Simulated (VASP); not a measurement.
CsCu6: single point with PBE

The system is CsCu6.

```
CELL_PARAMETERS angstrom
5.75671 0.00000 0.00000
0.00000 5.75671 0.00000
0.00000 0.00000 5.75671
ATOMIC_POSITIONS crystal
Cs 0.00000 0.00000 0.00000
Cu 0.20183 0.50000 0.50000
Cu 0.50000 0.20183 0.50000
Cu 0.79817 0.50000 0.50000
Cu 0.50000 0.79817 0.50000
Cu 0.50000 0.50000 0.20183
Cu 0.50000 0.50000 0.79817
```

The cell was built by a generator and needn't be a form met in nature.

The cell isn't the ideal one: species swapped into the YbB6 type (Pm-3m, No. 221).

```
Program             : VASP 6.6.1
Task                : single point
Functional          : PBE
Potentials or basis : VASP PAW PBE potentials, release 64 (Cs_sv, Cu)
Cutoff              : 520 eV
k mesh              : 8 × 8 × 8
Occupations         : gaussian, width 0.1 eV
Spin                : no spin polarisation
```

The pressure is 0.2 GPa and the largest force is 0.016 eV/Å. The band gap on the k mesh is none (metal or under the smearing width).

Forces in eV/Å, atoms in the order of the input:
```
Cs   0.000  0.000  0.000
Cu  -0.016  0.000  0.000
Cu   0.000 -0.016  0.000
Cu   0.016  0.000  0.000
Cu   0.000  0.016  0.000
Cu   0.000  0.000 -0.016
Cu   0.000  0.000  0.016
```

Levels at points of the mesh, in eV from the Fermi level:
```tsv
k point	band 35	band 36	band 37	band 38	band 39	band 40
(0.00, 0.00, 0.00)	-0.95	0.20	0.20	0.26	0.26	0.26
(0.50, 0.00, 0.00)	-1.21	-0.95	0.41	0.76	0.76	0.81
(0.50, 0.50, 0.00)	-1.14	-1.13	-1.11	0.56	0.59	1.68
(0.50, 0.50, 0.50)	-1.17	-1.12	-1.11	-1.11	1.28	1.28
```

It took 7.6 min on 1 thread of Intel(R) Xeon(R) Platinum 8488C (Sapphire Rapids), on a shared host, peak memory 0.46 GiB.

Spin-orbit coupling is left out, which matters for the levels of Cs.
